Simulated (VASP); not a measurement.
Here is the system:

```yaml
crystal:
  lattice:
    - [4.64116, 0.00000, 0.00000]
    - [0.00000, 4.64116, 0.00000]
    - [0.00000, 0.00000, 2.96856]
  atoms:
    - { symbol: Ti, position: [0.00000, 0.00000, 0.00000] }
    - { symbol: Ti, position: [0.50000, 0.50000, 0.50000] }
    - { symbol: O, position: [0.30484, 0.30484, 0.00000] }
    - { symbol: O, position: [0.80484, 0.19516, 0.50000] }
    - { symbol: O, position: [0.19516, 0.80484, 0.50000] }
    - { symbol: O, position: [0.69516, 0.69516, 0.00000] }
```

Level of theory: PW91 GGA, VASP's PBE PAW potentials (set 64) (plane waves; VASP 6.6.1). Settings: 520 eV cut-off, 6×6×8 Γ-centred mesh, tetrahedra with Blöchl corrections, potentials Ti_sv O.

Question: What does the run give for the energy per atom (σ→0), band gap (on the k-mesh) with the smallest direct gap where there is one?

Answer: 
```yaml
band gap (on the k-mesh): 1.81 eV
smallest direct gap (on the k-mesh): 1.81 eV
energy per atom (σ→0): -8.994 eV/atom
```

Only differences to runs with the same potentials and settings are physical.

The compound is TiO2 in the rutile structure. It was relaxed first.
